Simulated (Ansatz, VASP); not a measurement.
**One calculation of GeB2C3, two programs**

```
Ge B C
1.0
     2.84690    0.00000    0.00000
     0.00000    2.84690    0.00000
     0.00000    0.00000    8.61937
Ge B C
1 2 3
Cartesian
  1.4234 1.4234 0.0000
  1.4234 1.4234 2.7998
  1.4234 1.4234 5.8196
  0.0000 0.0000 7.2322
  0.0000 0.0000 1.3871
  0.0000 0.0000 4.3097
```

Change from the starting cell: species swapped into the Li3Tl2Cd type (P4/mmm, No. 123).

Alike in both runs: task single point; functional PBE; k mesh 6 × 6 × 2; occupations gaussian, width 0.1 eV; no spin polarisation.

```csv
,VASP,Ansatz
version,VASP 6.6.1,Ansatz 0.2.0
potentials or method,"VASP PAW PBE potentials, release 64 (Ge_d, B, C)","scalar-relativistic, plane waves, PAW"
plane-wave cutoff (eV),520,420
valence electrons in the cell,32,32
```

|  | VASP | Ansatz | Ansatz less VASP |
| --- | --- | --- | --- |
| gap on the k mesh at the Fermi level (eV) | none | none | - |
| pressure (GPa) | -24.1 | -24.2 | -0.09 |
| largest component of the traceless stress (GPa) | 2.53 | 2.52 | -0.016 |
| rms of the force components (eV/Å) | 0.355 | 0.351 | -0.0040 |

Atom by atom the forces differ by 0.004 eV/Å (rms over components). A gap of «none» marks a metal or a gap that the smearing closes.

Caveats: the k mesh is coarse (spacing up to 0.37 Å⁻¹), so the values aren't converged; so large a pressure means that the cell lies far from this level's equilibrium, or that cutoff or potentials fall short (VASP); forces of over 1 eV/Å show positions far from the minimum, so gaps and moduli don't describe the material at rest.
